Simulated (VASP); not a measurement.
Crystal: Sn2GeO2.

```xyz
5
Lattice="5.0296 0.0000 0.0000 0.0000 5.0296 0.0000 0.0000 0.0000 3.6153" Properties=species:S:1:pos:R:3 pbc="T T T"
Sn    0.0000    2.5148    0.0000
Sn    2.5148    0.0000    0.0000
Ge    0.0000    0.0000    0.0000
O     2.5148    2.5148    2.3793
O     2.5148    2.5148    1.2360
```

The cell was built by a generator and needn't be a form met in nature.

* Program: VASP 6.6.1
* Task: relaxation of cell and atoms
* Functional: PBE
* Potentials or basis: VASP PAW PBE potentials, release 64 (Sn_d, Ge_d, O)
* Cutoff: 520 eV
* k mesh: 3 × 3 × 4
* Occupations: gaussian, width 0.15 eV
* Spin: no spin polarisation

At the start: pressure 18.1 GPa; volume 18.29 Å³/atom.

Problem. Where does the relaxation end?

Solution. Over 8 steps the energy falls by 251.6 meV/atom and the volume is 19.95 Å³/atom (+9.0 %); space group P4/mmm (No. 123, to 0.05 Å).

Step by step:
```tsv
step	energy change (eV)	largest force (eV/Å)	pressure (GPa)	volume (Å³)
1	0.0000	16.2436	18.08	91.46
2	10.1918	27.6439	24.50	121.32
3	2.5484	1.1765	5.38	100.40
4	-0.8450	0.8161	0.08	101.51
5	-1.1848	0.3618	-1.61	101.12
6	-1.1906	0.2430	-1.63	100.81
7	-1.1933	0.1831	-0.69	100.60
8	-1.2579	0.0635	0.09	99.73
```

Final structure:
```xyz
5
Lattice="5.0661 0.0000 0.0000 0.0000 5.0661 0.0000 0.0000 0.0000 3.8857" Properties=species:S:1:pos:R:3 pbc="T T T"
Sn    5.0661    2.5330    0.0000
Sn    2.5330    0.0000    0.0000
Ge    5.0661    0.0000    0.0000
O     2.5330    2.5330    2.9089
O     2.5330    2.5330    0.9768
```

Caveat: the k mesh is coarse (spacing up to 0.43 Å⁻¹), so the values aren't converged; the standard files for N, O and F lose accuracy on very short bonds.
